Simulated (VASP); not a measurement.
## Fe: Fe into a neighbouring Fe vacancy

How hard is this move in Fe: Fe into a neighbouring Fe vacancy? Both ends are relaxed first, then a band of images between them.

Program: VASP 6.6.1. Level of theory: PBEsol, spin-polarised from a ferromagnetic start (one magnetic atom a cell); plane waves and PAW (Fe), in the first sound run; inputs show where later runs differ. Results are calculated unless marked as measured.

## (1) The host crystal

It takes space group Im-3m (No. 229, cubic). Conventional cell: a = 2.870 Å, b = 2.870 Å, c = 2.870 Å, α = 90.00°, β = 90.00°, γ = 90.00°. Fe has 8 Fe at 2.49 Å nearest.

## (2) Relax the host

The later steps need the crystal at this functional's own lattice; a raised cutoff keeps the stress reliable while the cell changes.

File INCAR:

```
SYSTEM = Fe
PREC = Accurate
ENCUT = 350
EDIFF = 1E-06
NELM = 120
ISMEAR = 1
SIGMA = 0.15
LREAL = .FALSE.
ALGO = Normal
GGA = PS
NBANDS = 12
ISPIN = 2
MAGMOM = 3
LASPH = .TRUE.
LMAXMIX = 4
LORBIT = 11
LWAVE = .FALSE.
LCHARG = .FALSE.
KPAR = 6
IBRION = 2
NSW = 40
ISIF = 3
EDIFFG = -0.02
POTIM = 0.4
```

File POSCAR:

```
Fe
1.0
   -1.4350000000      1.4350000000      1.4350000000
    1.4350000000     -1.4350000000      1.4350000000
    1.4350000000      1.4350000000     -1.4350000000
Fe
1
Direct
    0.0000000000      0.0000000000      0.0000000000
```

File KPOINTS:

```
Automatic mesh
0
Gamma
16 16 16
0 0 0
```

Potentials, in the order of the species: Fe (PBE family, release 64).

Launch:

```sh
$ mpirun -np 6 vasp_std
```

The program printed:

```text
[banner, memory and clock lines left out]
running    6 mpi-ranks, on    1 nodes
 distrk:  each k-point on    1 cores,    6 groups
 distr:  one band on    1 cores,    1 groups

 POSCAR found type information on POSCAR Fe
 POSCAR found :  1 types and       1 ions
|                                                                             |
|           W    W    AA    RRRRR   N    N  II  N    N   GGGG   !!!           |
|           W    W   A  A   R    R  NN   N  II  NN   N  G    G  !!!           |
|           W    W  A    A  R    R  N N  N  II  N N  N  G       !!!           |
|           W WW W  AAAAAA  RRRRR   N  N N  II  N  N N  G  GGG   !            |
|           WW  WW  A    A  R   R   N   NN  II  N   NN  G    G                |
|           W    W  A    A  R    R  N    N  II  N    N   GGGG   !!!           |
|                                                                             |
|     For optimal performance we recommend to set                             |
|       NCORE = 2 up to number-of-cores-per-socket                            |
|     NCORE specifies how many cores store one orbital (NPAR=cpu/NCORE).      |
|     This setting can greatly improve the performance of VASP for DFT.       |
|     The default, NCORE=1 might be grossly inefficient on modern             |
|     multi-core architectures or massively parallel machines. Do your        |
|     Unfortunately you need to use the default for GW and RPA                |
|     calculations (for HF NCORE is supported but not extensively tested      |
|     yet).                                                                   |
|                                                                             |

|                                                                             |
|               ----> ADVICE to this user running VASP <----                  |
|                                                                             |
|     You enforced a specific xc type in the INCAR file but a different       |
|     [... a line on the potential file left out ...]
|     I HOPE YOU KNOW WHAT YOU ARE DOING!                                     |
|                                                                             |

 LDA part: xc-table for (Slater+PW92), standard interpolation
 POSCAR, INCAR and KPOINTS ok, starting setup
 FFT: planning ... GRIDC
 FFT: planning ... GRID_SOFT
 FFT: planning ... GRID
 WAVECAR not read
 entering main loop
       N       E                     dE             d eps       ncg     rms          rms(c)
DAV:   1     0.135382431828E+02    0.13538E+02   -0.30293E+03  7760   0.585E+02
DAV:   2    -0.945728048317E+01   -0.22996E+02   -0.21039E+02  7272   0.109E+02
DAV:   3    -0.996253797869E+01   -0.50526E+00   -0.50319E+00  8124   0.185E+01
DAV:   4    -0.996419268680E+01   -0.16547E-02   -0.16546E-02  7712   0.956E-01
DAV:   5    -0.996420326423E+01   -0.10577E-04   -0.10578E-04  8104   0.782E-02    0.115E+01
DAV:   6    -0.897674066774E+01    0.98746E+00   -0.12390E+01  7812   0.450E+01    0.597E+00
DAV:   7    -0.888424159171E+01    0.92499E-01   -0.87070E-01  8056   0.114E+01    0.337E+00
DAV:   8    -0.887797538116E+01    0.62662E-02   -0.67253E-03  8260   0.512E-01    0.135E+00
DAV:   9    -0.886973973669E+01    0.82356E-02   -0.81571E-03  9208   0.485E-01    0.362E-01
DAV:  10    -0.887009543073E+01   -0.35569E-03   -0.66365E-04  7728   0.238E-01    0.787E-02
DAV:  11    -0.887009621075E+01   -0.78003E-06   -0.17995E-04  8800   0.101E-01    0.377E-02
DAV:  12    -0.887009836252E+01   -0.21518E-05   -0.29160E-06  6056   0.171E-02    0.183E-02
DAV:  13    -0.887010267500E+01   -0.43125E-05   -0.40711E-06  5596   0.142E-02    0.150E-02
DAV:  14    -0.887010044287E+01    0.22321E-05   -0.73802E-07  3672   0.921E-03    0.576E-04
DAV:  15    -0.887010048060E+01   -0.37735E-07   -0.21313E-08  3620   0.127E-03
   1 F= -.88701005E+01 E0= -.88703711E+01  d E =-.887010E+01  mag=     2.2739
 curvature:   0.00 expect dE= 0.000E+00 dE for cont linesearch  0.000E+00
 trial: gam= 0.00000 g(F)=  0.674E-63 g(S)=  0.156E+00 ort = 0.000E+00 (trialstep = 0.100E+01)
 search vector abs. value=  0.156E+00
 bond charge predicted
       N       E                     dE             d eps       ncg     rms          rms(c)
DAV:   1    -0.103150074524E+02   -0.14449E+01   -0.25138E+01  7884   0.704E+01    0.119E+01
DAV:   2    -0.898132892288E+01    0.13337E+01   -0.87018E+00  7804   0.391E+01    0.827E+00
DAV:   3    -0.893537424242E+01    0.45955E-01   -0.26199E-01  7996   0.684E+00    0.382E+00
DAV:   4    -0.892084006940E+01    0.14534E-01   -0.48478E-03  7768   0.641E-01    0.785E-01
DAV:   5    -0.890933150955E+01    0.11509E-01   -0.16057E-02  8072   0.806E-01    0.151E-01
DAV:   6    -0.890937997149E+01   -0.48462E-04   -0.75454E-04  8124   0.303E-01    0.716E-02
DAV:   7    -0.890937096983E+01    0.90017E-05   -0.24745E-05  7312   0.543E-02    0.331E-02
DAV:   8    -0.890937454102E+01   -0.35712E-05   -0.54162E-06  7688   0.290E-02    0.744E-03
DAV:   9    -0.890937420263E+01    0.33839E-06   -0.33021E-07  4292   0.551E-03
   2 F= -.89093742E+01 E0= -.89091016E+01  d E =-.392737E-01  mag=     2.0073
[...]
3 F= -.89252177E+01 E0= -.89250532E+01  d E =-.551172E-01  mag=     2.0873
 curvature:  -0.30 expect dE=-0.186E-04 dE for cont linesearch -0.186E-04
 ZBRENT: interpolating
 opt :   0.6812  next Energy=    -8.925234 (dE=-0.551E-01)
 bond charge predicted
       N       E                     dE             d eps       ncg     rms          rms(c)
DAV:   1    -0.892549973354E+01   -0.28195E-03   -0.47250E-03  7812   0.103E+00    0.157E-01
DAV:   2    -0.892526028534E+01    0.23945E-03   -0.22225E-03  7836   0.573E-01    0.129E-01
DAV:   3    -0.892524057316E+01    0.19712E-04   -0.10960E-04  8020   0.137E-01    0.508E-02
DAV:   4    -0.892523844925E+01    0.21239E-05   -0.13307E-06  6660   0.153E-02    0.108E-02
DAV:   5    -0.892523701787E+01    0.14314E-05   -0.28607E-06  7352   0.129E-02    0.170E-03
DAV:   6    -0.892523680476E+01    0.21311E-06   -0.49301E-08  3536   0.190E-03
   4 F= -.89252368E+01 E0= -.89250706E+01  d E =-.551363E-01  mag=     2.0841
 curvature:  -0.26 expect dE=-0.392E-06 dE for cont linesearch -0.392E-06
 trial: gam= 0.00000 g(F)=  0.938E-63 g(S)=  0.152E-05 ort =-0.487E-03 (trialstep = 0.936E+00)
 search vector abs. value=  0.152E-05
 reached required accuracy - stopping structural energy minimisation
```

Wall time 7.8 s (6 MPI ranks of Intel Xeon 6975P-C (Granite Rapids), shared host); peak memory 0.85 GiB.

The logs omit lines about the potential files and the build; timing stands in the text.

From OUTCAR (step 2):

```text
ion  position               nearest neighbor table
   1  0.000  0.000  0.000-

  LATTYP: Found a body centered cubic cell.
 ALAT       =     2.8700000000

 Subroutine GETGRP returns: Found 48 space group operations
 (whereof 48 operations were pure point group operations)

The static configuration has the point symmetry O_h .

 Found    145 irreducible k-points:

   k-points           NKPTS =    145   k-points in BZ     NKDIM =    145   number of bands    NBANDS=     12

   dimension x,y,z NGX =    16 NGY =   16 NGZ =   16
   dimension x,y,z NGXF=    32 NGYF=   32 NGZF=   32

   ENCUT  =  350.0 eV  25.72 Ry    5.07 a.u.   3.79  3.79  3.79*2*pi/ulx,y,z

   NELECT =       8.0000    total number of electrons

 k-points in reciprocal lattice and weights: Automatic mesh
   0.00000000  0.00000000  0.00000000       0.000
   0.06250000  0.00000000  0.00000000       0.003
   0.12500000  0.00000000  0.00000000       0.003
   0.18750000  0.00000000  0.00000000       0.003
   0.25000000  0.00000000  0.00000000       0.003
   0.31250000  0.00000000  0.00000000       0.003
   0.37500000  0.00000000  0.00000000       0.003
   0.43750000  0.00000000  0.00000000       0.003
   0.50000000  0.00000000  0.00000000       0.001
[...]
0.50000000  0.50000000  0.43750000       0.003
   0.50000000  0.50000000  0.50000000       0.000

 average (electrostatic) potential at core
       1 -42.7003

 E-fermi :   6.2705

 spin component 1
 k-point     1 :       0.0000    0.0000    0.0000
  band No.  band energies     occupation
    ...
      2       3.8340      1.00000
      3       3.8340      1.00000
      4       3.8340      1.00000
      5       5.1988      1.00000
      6       5.1988      1.00000
      7      31.6785      0.00000
      8      31.6785      0.00000
      9      31.6785      0.00000
     10      37.1401      0.00000
     11      37.1401      0.00000
    ...

 k-point     2 :       0.0625    0.0000    0.0000
  band No.  band energies     occupation
    ...
      2       3.7852      1.00000
      3       3.8297      1.00000
      4       3.9288      1.00000
      5       5.1497      1.00000
      6       5.2027      1.00000
      7      30.6522      0.00000
      8      31.4530      0.00000
      9      31.5887      0.00000
     10      36.5515      0.00000
     11      37.5770      0.00000
    ...

 k-point     3 :       0.1250    0.0000    0.0000
  band No.  band energies     occupation
    ...
      2       3.6477      1.00000
      3       3.7991      1.00000
      4       4.2043      1.00000
      5       5.0444      1.00000
      6       5.2157      1.00000
      7      28.3479      0.00000
      8      30.6398      0.00000
      9      31.3693      0.00000
     10      35.4428      0.00000
     11      36.2187      0.00000
    ...

 k-point     4 :       0.1875    0.0000    0.0000
  band No.  band energies     occupation
    ...
      2       3.4470      1.00000
      3       3.7184      1.00000
      4       4.6339      1.00000
      5       4.9802      1.00000
      6       5.2403      1.00000
      7      25.5385      0.00000
      8      29.3420      0.00000
      9      31.1120      0.00000
     10      33.3108      0.00000
     11      35.2953      0.00000
    ...

 k-point     5 :       0.2500    0.0000    0.0000
  band No.  band energies     occupation
    ...
      2       3.2165      1.00000
      3       3.6720      1.00000
      4       5.0135      1.00000
      5       5.1698      1.00000
      6       5.2766      1.00000
      7      22.5821      0.00000
      8      27.9494      0.00000
      9      30.8764      0.00000
     10      31.3639      0.00000
     11      34.7434      0.00000
    ...

 k-point     6 :       0.3125    0.0000    0.0000
  band No.  band energies     occupation
    ...
      2       2.9927      1.00000
      3       3.9441      1.00000
      4       5.1215      1.00000
      5       5.3216      1.00000
      6       5.7438      1.00000
      7      19.6892      0.00000
      8      26.7147      0.00000
      9      29.6829      0.00000
     10      30.6899      0.00000
     11      34.5067      0.00000
    ...

  Total        0.0036187      0.0036187      0.0036187     -0.0000000      0.0000000     -0.0000000
  in kB        0.5383272      0.5383272      0.5383272     -0.0000000      0.0000000     -0.0000000
  external PRESSURE =       0.5383272 kB  Pullay stress =       0.0000000 kB

  energy-cutoff  :      350.00
  volume of cell :       10.77
      direct lattice vectors                 reciprocal lattice vectors
    -1.391189265  1.391189265  1.391189265     0.000000000  0.359404729  0.359404729
     1.391189265 -1.391189265  1.391189265     0.359404729  0.000000000  0.359404729
     1.391189265  1.391189265 -1.391189265     0.359404729  0.359404729  0.000000000

 POSITION                                       TOTAL-FORCE (eV/Angst)
 -----------------------------------------------------------------------------------
      0.00000      0.00000      0.00000        -0.000000      0.000000      0.000000
 -----------------------------------------------------------------------------------
    total drift:                                0.000000      0.000000     -0.000000

  FREE ENERGIE OF THE ION-ELECTRON SYSTEM (eV)
  ---------------------------------------------------
  free  energy   TOTEN  =        -8.9252368048 eV

  energy  without entropy=       -8.9247381066  energy(sigma->0) =       -8.92507057

 reached required accuracy - stopping structural energy minimisation

 total charge
# of ion       s       p       d       tot
------------------------------------------
    1        0.514   0.594   6.279   7.387

 magnetization (x)
# of ion       s       p       d       tot
------------------------------------------
    1       -0.012  -0.047   2.122   2.064

[... 6 further parts left out ...]
```

The cell holds one magnetic atom, so no antiferromagnetic order fits into it. The PAW data sets were made with PBE, which is usual practice but a small mismatch for other functionals. After so large a change of volume the plane waves of the start cell no longer fit, so the final stress carries a basis-set error. The run keeps the 48 symmetry operations of its start, so it cannot find a distortion of lower symmetry.

Relaxation path:

| step | energy less that of the first step (eV) | largest force (eV/Å) | pressure (GPa) | volume (Å³) |
| --- | --- | --- | --- | --- |
| 1 | 0.0000 | 0.0000 | -15.74 | 11.82 |
| 2 | -0.0393 | 0.0000 | 11.24 | 10.30 |
| 3 | -0.0551 | 0.0000 | -0.34 | 10.79 |
| 4 | -0.0551 | 0.0000 | 0.05 | 10.77 |

```csv
"conventional cell, symmetrised",before,after,change
a (Å),2.870,2.782,-3.1 %
b (Å),2.870,2.782,-3.1 %
c (Å),2.870,2.782,-3.1 %
volume (Å³/atom),11.82,10.77,-8.9 %
```

Final coordinates:

```xyz
1
Lattice="-1.3912 1.3912 1.3912 1.3912 -1.3912 1.3912 1.3912 1.3912 -1.3912" Properties=species:S:1:pos:R:3 pbc="T T T"
Fe    0.0000    0.0000    0.0000
```

This step gave:

| Quantity | Value |
| --- | --- |
| electronic cycles | 39 |
| electrons | 8 |
| free energy (TOTEN) | -8.925 eV |
| energy at zero smearing | -8.925 eV |
| Fermi energy | 6.271 eV |
| moment of the cell, from the last line of the log | 2.084 μB |
| metallic | yes |

Spin moment in the PAW sphere by atom:

| atom | spin moment in the PAW sphere (μB) |
| --- | --- |
| Fe1 | 2.06 |

The run ended after 4 ionic steps, 0.055 eV below its first step, once forces and stress met EDIFFG = -0.02.

## (3) Relax the host again, on a new basis

The volume changed by more than 5 %, so the plane waves of the start no longer fit; a second relaxation removes that error.

Edit INCAR of step 2 so:

```diff
@@ -20,3 +20,3 @@
 IBRION = 2
-NSW = 40
+NSW = 30
 ISIF = 3
```

File POSCAR:

```
Fe
1.0
   -1.3911892647      1.3911892647      1.3911892647
    1.3911892647     -1.3911892647      1.3911892647
    1.3911892647      1.3911892647     -1.3911892647
Fe
1
Direct
    0.0000000000      0.0000000000      0.0000000000
```

KPOINTS is that of step 2.

Launch:

```sh
$ mpirun -np 6 vasp_std
```

The program printed:

```text
[banner, memory and clock lines left out]
running    6 mpi-ranks, on    1 nodes
 distrk:  each k-point on    1 cores,    6 groups
 distr:  one band on    1 cores,    1 groups

 POSCAR found type information on POSCAR Fe
 POSCAR found :  1 types and       1 ions
 [... a notice as in an earlier step ...]

 [... a notice as in an earlier step ...]

 LDA part: xc-table for (Slater+PW92), standard interpolation
 POSCAR, INCAR and KPOINTS ok, starting setup
 FFT: planning ... GRIDC
 FFT: planning ... GRID_SOFT
 FFT: planning ... GRID
 WAVECAR not read
 entering main loop
       N       E                     dE             d eps       ncg     rms          rms(c)
DAV:   1     0.139087567218E+02    0.13909E+02   -0.30877E+03  7688   0.607E+02
DAV:   2    -0.946578118634E+01   -0.23375E+02   -0.21548E+02  7304   0.112E+02
DAV:   3    -0.994671833511E+01   -0.48094E+00   -0.47871E+00  8060   0.183E+01
DAV:   4    -0.994831850756E+01   -0.16002E-02   -0.16000E-02  7736   0.946E-01
DAV:   5    -0.994832786216E+01   -0.93546E-05   -0.93556E-05  8020   0.748E-02    0.129E+01
DAV:   6    -0.898753909744E+01    0.96079E+00   -0.10258E+01  7840   0.424E+01    0.483E+00
DAV:   7    -0.894074010321E+01    0.46799E-01   -0.45177E-01  8100   0.878E+00    0.308E+00
DAV:   8    -0.893073192915E+01    0.10008E-01   -0.53289E-03  8332   0.463E-01    0.134E+00
DAV:   9    -0.892245364716E+01    0.82783E-02   -0.55995E-03  9236   0.399E-01    0.249E-01
DAV:  10    -0.892236929538E+01    0.84352E-04   -0.44785E-04  7920   0.266E-01    0.722E-02
DAV:  11    -0.892237694333E+01   -0.76480E-05   -0.74090E-05  7880   0.877E-02    0.291E-02
DAV:  12    -0.892237672985E+01    0.21349E-06   -0.22691E-06  7480   0.181E-02
   1 F= -.89223767E+01 E0= -.89222083E+01  d E =-.892238E+01  mag=     2.0850
 curvature:   0.00 expect dE= 0.000E+00 dE for cont linesearch  0.000E+00
 trial: gam= 0.00000 g(F)=  0.127E-62 g(S)=  0.617E-05 ort = 0.000E+00 (trialstep = 0.100E+01)
 search vector abs. value=  0.617E-05
 reached required accuracy - stopping structural energy minimisation
```

Elapsed: 2.6 s, on 6 MPI ranks; peak memory 0.74 GiB.

OUTCAR, selected parts (step 3):

```text
  LATTYP: Found a body centered cubic cell.
 ALAT       =     2.7823785294

The static configuration has the point symmetry O_h .

 Found    145 irreducible k-points:

   ENCUT  =  350.0 eV  25.72 Ry    5.07 a.u.   3.68  3.68  3.68*2*pi/ulx,y,z

   NELECT =       8.0000    total number of electrons

 E-fermi :   6.2731

 spin component 1
 k-point     1 :       0.0000    0.0000    0.0000
  band No.  band energies     occupation
    ...
      2       3.8363      1.00000
      3       3.8363      1.00000
      4       3.8363      1.00000
      5       5.2013      1.00000
      6       5.2013      1.00000
      7      31.6781      0.00000
      8      31.6781      0.00000
      9      31.6781      0.00000
     10      37.1402      0.00000
     11      37.1402      0.00000
    ...

 k-point     2 :       0.0625    0.0000    0.0000
  band No.  band energies     occupation
    ...
      2       3.7877      1.00000
      3       3.8323      1.00000
      4       3.9314      1.00000
      5       5.1524      1.00000
      6       5.2057      1.00000
      7      30.6529      0.00000
      8      31.4532      0.00000
      9      31.5890      0.00000
     10      36.5549      0.00000
     11      37.5781      0.00000
    ...

 k-point     3 :       0.1250    0.0000    0.0000
  band No.  band energies     occupation
    ...
      2       3.6505      1.00000
      3       3.8017      1.00000
      4       4.2071      1.00000
      5       5.0474      1.00000
      6       5.2187      1.00000
      7      28.3497      0.00000
      8      30.6404      0.00000
      9      31.3708      0.00000
     10      35.4452      0.00000
     11      36.2195      0.00000
    ...

 k-point     4 :       0.1875    0.0000    0.0000
  band No.  band energies     occupation
    ...
      2       3.4495      1.00000
      3       3.7207      1.00000
      4       4.6365      1.00000
      5       4.9831      1.00000
      6       5.2430      1.00000
      7      25.5396      0.00000
      8      29.3421      0.00000
      9      31.1136      0.00000
     10      33.3115      0.00000
     11      35.2983      0.00000
    ...

  Total        0.0073018      0.0073018      0.0073018      0.0000000      0.0000000     -0.0000000
  in kB        1.0862291      1.0862291      1.0862291      0.0000000      0.0000000     -0.0000000
  external PRESSURE =       1.0862291 kB  Pullay stress =       0.0000000 kB

 POSITION                                       TOTAL-FORCE (eV/Angst)
 -----------------------------------------------------------------------------------
      0.00000      0.00000      0.00000         0.000000      0.000000     -0.000000
 -----------------------------------------------------------------------------------
    total drift:                                0.000000      0.000000     -0.000000

  FREE ENERGIE OF THE ION-ELECTRON SYSTEM (eV)
  ---------------------------------------------------
  free  energy   TOTEN  =        -8.9223767298 eV

  energy  without entropy=       -8.9218714449  energy(sigma->0) =       -8.92220830

 total charge
# of ion       s       p       d       tot
------------------------------------------
    1        0.514   0.595   6.276   7.385

 magnetization (x)
# of ion       s       p       d       tot
------------------------------------------
    1       -0.012  -0.047   2.122   2.063

[... 6 parts as in an earlier step ...]

[... 10 further parts left out ...]
```

Little changed from the start: no atom moved by 0.005 Å and no cell edge by 0.1 %.

This step gave:

```
electronic cycles                                 : 12
free energy (TOTEN)                               : -8.922 eV
energy at zero smearing                           : -8.922 eV
Fermi energy                                      : 6.273 eV
moment of the cell, from the last line of the log : 2.085 μB
```

The start already met the threshold, so nothing moved.

[end of part 1 of 5]

[Lines on the potential files, build, host, timing and source positions are cut from VASP's logs without a mark.]

[Logs are printed without paths, hosts, clocks, repeated set-up lines and the standing remarks that a program may print on its own settings, such as how far it seeks lower states.]

[Hosts, paths, dates, database ids (printed as entryN), source tags and the programs' standing remarks are cut or masked in the printed files.]

[Runs that stopped without an error message from VASP are left out.]
